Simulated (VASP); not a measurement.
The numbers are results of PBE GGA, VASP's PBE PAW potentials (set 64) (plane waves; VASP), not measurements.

VASP ran on this input.

POSCAR:
```
Tb
1
    3.5791780000     0.0000000000     0.0000000000
   -1.7895890000     3.0996590000     0.0000000000
    0.0000000000     0.0000000000    11.5160290000
Tb
4
Direct
  0.0163000000  -0.0020780000  -0.0000760000
 -0.0012910000   0.0100820000   0.5019760000
  0.3253660000   0.6573670000   0.2488840000
  0.6596240000   0.3346290000   0.7492160000
```

**INCAR**
```
LMAXMIX=6   # l cut-off of mixed one-centre charges
LCHARG=.FALSE.
ISPIN=2
LREAL=.FALSE.
PREC=Accurate
GGA=PE   # PBE
SIGMA=0.1
LASPH=.TRUE.
ISIF=2   # forces and stress, cell fixed
ISYM=0
ENCUT=300   # plane-wave cut-off (eV)
MAGMOM=4*6.0
EDIFF=1E-6
LORBIT=11
SYSTEM=Tb
ALGO=Normal   # blocked Davidson
LWAVE=.FALSE.
NELM=100   # most electronic steps
ISMEAR=-1
```

**KPOINTS**
```
Regular mesh
0
gamma
5 5 2
```

POTCAR, in this order: Tb (PBE.64 set). Program: vasp_std.

The resulting files:

OSZICAR:
```
...
DAV:  12    -0.448265108297E+02    0.21974E+02   -0.18557E+01  9361   0.178E+01    0.817E+01
DAV:  13    -0.634574357270E+02   -0.18631E+02   -0.10980E+02  8491   0.543E+01    0.233E+02
DAV:  14    -0.691910750501E+02   -0.57336E+01   -0.17866E+01 10337   0.139E+01    0.155E+02
DAV:  15    -0.432564367667E+02    0.25935E+02   -0.41993E+01  8666   0.324E+01    0.874E+01
DAV:  16    -0.489200670235E+02   -0.56636E+01   -0.56288E+01  9069   0.985E+01    0.108E+02
DAV:  17    -0.471228915306E+02    0.17972E+01   -0.68789E+00 10206   0.930E+00    0.102E+02
DAV:  18    -0.472746687550E+02   -0.15178E+00   -0.20428E+00  8741   0.121E+01    0.106E+02
DAV:  19    -0.512180936161E+02   -0.39434E+01   -0.18284E+01  7905   0.440E+01    0.118E+02
DAV:  20    -0.441569355475E+02    0.70612E+01   -0.35424E+00  9533   0.113E+01    0.958E+01
DAV:  21    -0.391992130272E+02    0.49577E+01   -0.48495E+00  9024   0.195E+01    0.754E+01
DAV:  22    -0.397040663825E+02   -0.50485E+00   -0.21140E+00  9171   0.111E+01    0.711E+01
DAV:  23    -0.406041417112E+02   -0.90008E+00   -0.22894E+00  9605   0.134E+01    0.661E+01
DAV:  24    -0.392532463997E+02    0.13509E+01   -0.18768E+00  9092   0.173E+01    0.537E+01
DAV:  25    -0.382906845682E+02    0.96256E+00   -0.18744E+00  9073   0.132E+01    0.364E+01
DAV:  26    -0.377876471105E+02    0.50304E+00   -0.13654E+00  9536   0.771E+00    0.339E+01
DAV:  27    -0.375654614413E+02    0.22219E+00   -0.52685E-01  9897   0.415E+00    0.335E+01
DAV:  28    -0.376658243813E+02   -0.10036E+00   -0.45769E-01 10112   0.331E+00    0.336E+01
DAV:  29    -0.373565349613E+02    0.30929E+00   -0.14493E+00  7917   0.684E+00    0.269E+01
DAV:  30    -0.379212268123E+02   -0.56469E+00   -0.12562E+00  8977   0.665E+00    0.314E+01
DAV:  31    -0.382192194622E+02   -0.29799E+00   -0.48526E-01  9263   0.418E+00    0.293E+01
DAV:  32    -0.382969397013E+02   -0.77720E-01   -0.18168E-01  9548   0.351E+00    0.280E+01
DAV:  33    -0.383172166036E+02   -0.20277E-01   -0.19790E-01  9287   0.395E+00    0.248E+01
DAV:  34    -0.382538373946E+02    0.63379E-01   -0.15229E-01 10069   0.293E+00    0.212E+01
DAV:  35    -0.382359153888E+02    0.17922E-01   -0.78795E-02 10984   0.250E+00    0.196E+01
DAV:  36    -0.381102228683E+02    0.12569E+00   -0.17185E-01  8820   0.463E+00    0.147E+01
DAV:  37    -0.380561951948E+02    0.54028E-01   -0.30936E-01  8849   0.538E+00    0.116E+01
DAV:  38    -0.380760041815E+02   -0.19809E-01   -0.61811E-02  9705   0.281E+00    0.112E+01
DAV:  39    -0.380603450052E+02    0.15659E-01   -0.21369E-02 10191   0.238E+00    0.102E+01
DAV:  40    -0.380640139254E+02   -0.36689E-02   -0.48954E-02  9740   0.255E+00    0.100E+01
DAV:  41    -0.381056013486E+02   -0.41587E-01   -0.10620E-01  9142   0.381E+00    0.116E+01
DAV:  42    -0.381182548383E+02   -0.12653E-01   -0.25472E-02  9692   0.243E+00    0.125E+01
DAV:  43    -0.381035108866E+02    0.14744E-01   -0.70797E-03 10649   0.782E-01    0.118E+01
DAV:  44    -0.380987138827E+02    0.47970E-02   -0.27297E-03 11192   0.488E-01    0.113E+01
DAV:  45    -0.381097638274E+02   -0.11050E-01   -0.34487E-03 10038   0.857E-01    0.115E+01
DAV:  46    -0.381220031403E+02   -0.12239E-01   -0.75165E-03  9245   0.156E+00    0.108E+01
DAV:  47    -0.381139303660E+02    0.80728E-02   -0.12798E-01  8520   0.324E+00    0.839E+00
DAV:  48    -0.381471159736E+02   -0.33186E-01   -0.32356E-02  9723   0.175E+00    0.892E+00
DAV:  49    -0.381449194466E+02    0.21965E-02   -0.53535E-03 10288   0.101E+00    0.881E+00
DAV:  50    -0.381371969266E+02    0.77225E-02   -0.29657E-03  9765   0.746E-01    0.883E+00
DAV:  51    -0.381722398924E+02   -0.35043E-01   -0.15409E-01  7530   0.661E+00    0.102E+01
DAV:  52    -0.381266167748E+02    0.45623E-01   -0.32493E-02  8978   0.187E+00    0.101E+01
DAV:  53    -0.381200361789E+02    0.65806E-02   -0.64459E-03  9680   0.433E-01    0.103E+01
DAV:  54    -0.381113505152E+02    0.86857E-02   -0.79367E-04 10746   0.275E-01    0.101E+01
DAV:  55    -0.381140073147E+02   -0.26568E-02   -0.43306E-04 10686   0.175E-01    0.101E+01
DAV:  56    -0.380656020161E+02    0.48405E-01   -0.16916E+00  8122   0.122E+01    0.219E+01
DAV:  57    -0.379848261963E+02    0.80776E-01   -0.11722E-01  9213   0.303E+00    0.212E+01
DAV:  58    -0.379370300967E+02    0.47796E-01   -0.35417E-02 10701   0.162E+00    0.201E+01
DAV:  59    -0.379378181212E+02   -0.78802E-03   -0.91423E-03 10416   0.465E-01    0.201E+01
DAV:  60    -0.379334955319E+02    0.43226E-02   -0.19499E-03 10793   0.407E-01    0.202E+01
DAV:  61    -0.378458127484E+02    0.87683E-01   -0.69227E-01  8136   0.867E+00    0.147E+01
DAV:  62    -0.378675690174E+02   -0.21756E-01   -0.62330E-01  8564   0.593E+00    0.990E+00
DAV:  63    -0.380406968066E+02   -0.17313E+00   -0.11442E-01  9443   0.446E+00    0.946E+00
DAV:  64    -0.380596266495E+02   -0.18930E-01   -0.94257E-02  8730   0.465E+00    0.752E+00
DAV:  65    -0.380828720722E+02   -0.23245E-01   -0.70215E-02  9851   0.336E+00    0.781E+00
DAV:  66    -0.381174987414E+02   -0.34627E-01   -0.81993E-02  9607   0.496E+00    0.806E+00
DAV:  67    -0.381164435002E+02    0.10552E-02   -0.19681E-02 10389   0.136E+00    0.843E+00
DAV:  68    -0.381124277936E+02    0.40157E-02   -0.56468E-03 10903   0.533E-01    0.871E+00
DAV:  69    -0.381006313294E+02    0.11796E-01   -0.46889E-03 10449   0.812E-01    0.873E+00
DAV:  70    -0.380850875936E+02    0.15544E-01   -0.76090E-03  9837   0.111E+00    0.872E+00
DAV:  71    -0.382199764935E+02   -0.13489E+00   -0.32078E-01  7667   0.587E+00    0.139E+01
DAV:  72    -0.381318592975E+02    0.88117E-01   -0.48707E-02  9376   0.256E+00    0.120E+01
DAV:  73    -0.380992125703E+02    0.32647E-01   -0.30825E-02  8964   0.187E+00    0.105E+01
DAV:  74    -0.380897728551E+02    0.94397E-02   -0.18239E-02  9491   0.151E+00    0.946E+00
DAV:  75    -0.380918807887E+02   -0.21079E-02   -0.82709E-03  9811   0.117E+00    0.895E+00
DAV:  76    -0.380501743858E+02    0.41706E-01   -0.33316E-01  8342   0.552E+00    0.733E+00
DAV:  77    -0.380719070811E+02   -0.21733E-01   -0.62482E-02  9780   0.345E+00    0.774E+00
DAV:  78    -0.380616793136E+02    0.10228E-01   -0.64280E-02  9348   0.258E+00    0.873E+00
DAV:  79    -0.380570368289E+02    0.46425E-02   -0.21750E-02 10473   0.175E+00    0.864E+00
DAV:  80    -0.380548727024E+02    0.21641E-02   -0.55932E-03 10928   0.513E-01    0.863E+00
DAV:  81    -0.380848860690E+02   -0.30013E-01   -0.13402E-02  8843   0.185E+00    0.904E+00
DAV:  82    -0.380754125727E+02    0.94735E-02   -0.26211E-02  8949   0.227E+00    0.953E+00
DAV:  83    -0.380744458223E+02    0.96675E-03   -0.46058E-03 10342   0.787E-01    0.949E+00
DAV:  84    -0.380724459754E+02    0.19998E-02   -0.93012E-04 10972   0.376E-01    0.939E+00
DAV:  85    -0.380738375854E+02   -0.13916E-02   -0.53830E-04 11325   0.284E-01    0.938E+00
DAV:  86    -0.380596244705E+02    0.14213E-01   -0.46514E-02  8031   0.312E+00    0.947E+00
DAV:  87    -0.380778699622E+02   -0.18245E-01   -0.13218E-02  9245   0.158E+00    0.854E+00
DAV:  88    -0.380820131490E+02   -0.41432E-02   -0.15132E-02  8076   0.171E+00    0.845E+00
DAV:  89    -0.380802657014E+02    0.17474E-02   -0.14030E-02  9058   0.154E+00    0.947E+00
DAV:  90    -0.380787176050E+02    0.15481E-02   -0.35939E-03  9361   0.107E+00    0.981E+00
DAV:  91    -0.380687253006E+02    0.99923E-02   -0.22872E-02  8563   0.253E+00    0.107E+01
DAV:  92    -0.380472287117E+02    0.21497E-01   -0.11758E-02  9463   0.155E+00    0.964E+00
DAV:  93    -0.380504616373E+02   -0.32329E-02   -0.67117E-03  9399   0.119E+00    0.889E+00
DAV:  94    -0.380611261698E+02   -0.10665E-01   -0.75006E-03  8917   0.148E+00    0.871E+00
DAV:  95    -0.380633881869E+02   -0.22620E-02   -0.47149E-03  9346   0.122E+00    0.826E+00
DAV:  96    -0.379928069735E+02    0.70581E-01   -0.74149E-01  8840   0.107E+01    0.846E+00
DAV:  97    -0.381439273364E+02   -0.15112E+00   -0.11448E-01  8857   0.342E+00    0.924E+00
DAV:  98    -0.381362666164E+02    0.76607E-02   -0.25076E-02 10426   0.201E+00    0.895E+00
DAV:  99    -0.381175979429E+02    0.18669E-01   -0.20240E-02  9579   0.209E+00    0.843E+00
DAV: 100    -0.381217474853E+02   -0.41495E-02   -0.15981E-02 10390   0.160E+00
   1 F= -.38121747E+02 E0= -.37750787E+02  d E =-.741921E+00  mag=    23.8399
```

### OUTCAR
```
------------------------ aborting loop EDIFF was not reached (unconverged)  ----------------------------
  FORCE on cell =-STRESS in cart. coord.  units (eV):
  Direction    XX          YY          ZZ          XY          YZ          ZX
  --------------------------------------------------------------------------------------
  Total       -2.4926131     -2.2496030     -5.2091524     -0.6722391     -0.4126436      0.4894530
  in kB      -31.2583093    -28.2108712    -65.3247383     -8.4301322     -5.1747069      6.1379253
  external PRESSURE =     -41.5979730 kB  Pullay stress =       0.0000000 kB
  volume of cell :      127.76
      direct lattice vectors                 reciprocal lattice vectors
     3.579178000  0.000000000  0.000000000     0.279393760  0.161308066  0.000000000
    -1.789589000  3.099659000  0.000000000     0.000000000  0.322616133  0.000000000
     0.000000000  0.000000000 11.516029000     0.000000000  0.000000000  0.086835488
 POSITION                                       TOTAL-FORCE (eV/Angst)
 -----------------------------------------------------------------------------------
     -1.72753      3.09322     11.51515        -0.077480     -0.005158     -0.191681
      3.55651      0.03125      5.78077         0.000069     -0.036706      0.033351
     -0.01187      2.03761      2.86616         0.032072      0.031358      0.197804
      1.76206      1.03724      8.62799         0.045339      0.010507     -0.039475
 -----------------------------------------------------------------------------------
    total drift:                                0.000105      0.016617     -0.005687
  FREE ENERGIE OF THE ION-ELECTRON SYSTEM (eV)
  ---------------------------------------------------
  free  energy   TOTEN  =       -38.1217474853 eV

  energy  without entropy=      -37.3798264325  energy(sigma->0) =      -37.75078696

 total charge

# of ion       s       p       d       f       tot
--------------------------------------------------
    1        2.084   5.579   0.504   7.817  15.985
    2        2.084   5.579   0.503   8.063  16.228
    3        2.086   5.581   0.507   8.252  16.426
    4        2.086   5.580   0.513   8.387  16.566
--------------------------------------------------
tot          8.340  22.319   2.028  32.519  65.206

 magnetization (x)

# of ion       s       p       d       f       tot
--------------------------------------------------
    1        0.002  -0.038   0.098   5.981   6.042
    2        0.002  -0.037   0.108   5.737   5.810
    3        0.001  -0.036   0.097   5.550   5.612
    4        0.002  -0.034   0.112   5.414   5.494
--------------------------------------------------
tot          0.007  -0.146   0.415  22.682  22.958
```
(Selected blocks of OUTCAR.)

File stdout:
```
...
DAV:  81    -0.380848860690E+02   -0.30013E-01   -0.13402E-02  8843   0.185E+00    0.904E+00
DAV:  82    -0.380754125727E+02    0.94735E-02   -0.26211E-02  8949   0.227E+00    0.953E+00
DAV:  83    -0.380744458223E+02    0.96675E-03   -0.46058E-03 10342   0.787E-01    0.949E+00
DAV:  84    -0.380724459754E+02    0.19998E-02   -0.93012E-04 10972   0.376E-01    0.939E+00
DAV:  85    -0.380738375854E+02   -0.13916E-02   -0.53830E-04 11325   0.284E-01    0.938E+00
DAV:  86    -0.380596244705E+02    0.14213E-01   -0.46514E-02  8031   0.312E+00    0.947E+00
DAV:  87    -0.380778699622E+02   -0.18245E-01   -0.13218E-02  9245   0.158E+00    0.854E+00
DAV:  88    -0.380820131490E+02   -0.41432E-02   -0.15132E-02  8076   0.171E+00    0.845E+00
DAV:  89    -0.380802657014E+02    0.17474E-02   -0.14030E-02  9058   0.154E+00    0.947E+00
DAV:  90    -0.380787176050E+02    0.15481E-02   -0.35939E-03  9361   0.107E+00    0.981E+00
DAV:  91    -0.380687253006E+02    0.99923E-02   -0.22872E-02  8563   0.253E+00    0.107E+01
DAV:  92    -0.380472287117E+02    0.21497E-01   -0.11758E-02  9463   0.155E+00    0.964E+00
DAV:  93    -0.380504616373E+02   -0.32329E-02   -0.67117E-03  9399   0.119E+00    0.889E+00
DAV:  94    -0.380611261698E+02   -0.10665E-01   -0.75006E-03  8917   0.148E+00    0.871E+00
DAV:  95    -0.380633881869E+02   -0.22620E-02   -0.47149E-03  9346   0.122E+00    0.826E+00
DAV:  96    -0.379928069735E+02    0.70581E-01   -0.74149E-01  8840   0.107E+01    0.846E+00
DAV:  97    -0.381439273364E+02   -0.15112E+00   -0.11448E-01  8857   0.342E+00    0.924E+00
DAV:  98    -0.381362666164E+02    0.76607E-02   -0.25076E-02 10426   0.201E+00    0.895E+00
DAV:  99    -0.381175979429E+02    0.18669E-01   -0.20240E-02  9579   0.209E+00    0.843E+00
DAV: 100    -0.381217474853E+02   -0.41495E-02   -0.15981E-02 10390   0.160E+00

 -----------------------------------------------------------------------------
|                                                                             |
|           W    W    AA    RRRRR   N    N  II  N    N   GGGG   !!!           |
|           W    W   A  A   R    R  NN   N  II  NN   N  G    G  !!!           |
|           W    W  A    A  R    R  N N  N  II  N N  N  G       !!!           |
|           W WW W  AAAAAA  RRRRR   N  N N  II  N  N N  G  GGG   !            |
|           WW  WW  A    A  R   R   N   NN  II  N   NN  G    G                |
|           W    W  A    A  R    R  N    N  II  N    N   GGGG   !!!           |
|                                                                             |
|     The electronic self-consistency was not achieved in the given           |
|     number of steps (NELM). The forces and other quantities evaluated       |
|     might not be reliable so examine the results carefully. If you find     |
|     spurious results, we suggest increasing NELM, if you were close to      |
|     convergence or switching to a different ALGO or adjusting the           |
|     density mixing parameters otherwise.                                    |
|                                                                             |
 -----------------------------------------------------------------------------

   1 F= -.38121747E+02 E0= -.37750787E+02  d E =-.741921E+00  mag=    23.8399
```

Convergence was not reached.

At this cut-off the stress carries a Pulay error, which pulls relaxed volumes low.

The structure was generated: Tb was put into an ordered model structure, which need not be its known phase. The cell was not relaxed at this level, atoms are displaced from their ideal sites. The k-mesh is coarse (spacing up to 0.41 per Å, 2π included), so the numbers may not be converged in it. The run is one of a series of settings (ISYM = 0 against the base run), some of them coarse on purpose.
